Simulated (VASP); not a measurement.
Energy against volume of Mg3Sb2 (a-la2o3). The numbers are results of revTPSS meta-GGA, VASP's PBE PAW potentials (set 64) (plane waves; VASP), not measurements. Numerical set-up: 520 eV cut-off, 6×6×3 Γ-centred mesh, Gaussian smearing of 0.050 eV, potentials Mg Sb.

Shape and ions are relaxed at each volume.

| V (Å³/atom) | E (eV/atom) |
|---|---|
| 24.565 | 3.61759 |
| 25.349 | 3.60641 |
| 26.133 | 3.60293 |
| 26.917 | 3.60604 |

**Question.** Fit these four points and predict the energy of the run at 27.701 Å³/atom.

**Answer.** A cubic in V^(−2/3), the third-order Birch-Murnaghan form, passes through the four points with V0 = 26.13 Å³/atom and B0 = 45 GPa, and gives 3.6148 eV/atom there. The run gave 3.6148 eV/atom, -0.0 meV/atom from the fit; all five points give B0 = 45 GPa.

The compound is Mg3Sb2 in the a-la2o3 structure. It was relaxed first.
